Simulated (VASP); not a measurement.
Os:

```
Os
1.0
     2.73410    0.00000    0.00000
    -1.36705    2.36780    0.00000
     0.00000    0.00000    4.31970
Os
2
Direct
  0.33333 0.66667 0.25000
  0.66667 0.33333 0.75000
```

Base run:

- Program: VASP 6.6.1
- Functional: PBEsol
- Potentials or basis: VASP PAW PBE potentials, release 64 (Os)
- Cutoff: 700 eV
- k mesh: 14 × 14 × 8
- Occupations: fermi-dirac, width 0.05 eV
- Spin: no spin polarisation

Its results: band gap on the k mesh none (metal or under the smearing width); pressure -2.2 GPa.

Q: The run is repeated on the same cell with these changes: functional from PBEsol to r2SCAN; cutoff from 700 eV to 520 eV. What comes out?

A: Band gap on the k mesh none (metal or under the smearing width); pressure 2.0 GPa.

Caveats: the PAW data sets were made with another functional, which shifts forces and pressure a little.
